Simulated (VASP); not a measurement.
Runs of VASP 6.6.1 on V. Symmetry: Im-3m, No. 229, cubic system. The conventional cell has a = 3.026 Å, b = 3.026 Å, c = 3.026 Å, α = 90.00°, β = 90.00°, γ = 90.00°. V (site symmetry m-3m) is surrounded by 8 V at 2.62 Å. 

```csv
task,level,potentials or basis,cell,k mesh,cutoff (eV),mesh quality,gap on the mesh (eV),pressure (GPa),relaxed volume (Å³/atom)
relaxation of cell and atoms,PBEsol,"VASP PAW PBE potentials, release 64 (V)",relaxed,20 × 20 × 20,580,not flagged,none,-0.1,12.76
relaxation of cell and atoms,LDA,"VASP PAW LDA potentials, release 64 (V_sv)",relaxed,20 × 20 × 20,600,not flagged,none,-0.1,(a)
relaxation of cell and atoms,PBEsol,"VASP PAW PBE potentials, release 64 (V_sv)",relaxed,20 × 20 × 20,480,not flagged,none,0.0,12.96
single point,PBEsol,"VASP PAW PBE potentials, release 64 (V_sv)",as given,20 × 20 × 20,520,not flagged,none,-11.5,-
relaxation of cell and atoms,PBEsol,"VASP PAW PBE potentials, release 64 (V_sv)",relaxed,8 × 8 × 8,600,coarse,none,0.0,12.86
relaxation of cell and atoms,RPBE,"VASP PAW PBE potentials, release 64 (V_sv)",relaxed,20 × 20 × 20,600,not flagged,none,0.0,13.80
relaxation of cell and atoms,PBEsol,"VASP PAW PBE potentials, release 64 (V_sv)",relaxed,20 × 20 × 20,600,not flagged,none,0.0,12.96
relaxation of cell and atoms,PBE+D3(BJ),"VASP PAW PBE potentials, release 64 (V_sv)",relaxed,20 × 20 × 20,600,not flagged,none,0.0,12.86
```

Alike in all rows: no spin polarisation; smearing gaussian 0.1 eV.

**Question.** Fill in the values left out.

**Answer.** (a) 12.56.

Caveats: some runs use coarse meshes; the PAW data sets were made with another functional, which shifts forces and pressure a little (some runs); pairwise dispersion overbinds metals, which lowers pressure and volume (some runs).

A gap of «none» marks a metal or a gap under the smearing width.

The runs don't all hold the same shells in valence.
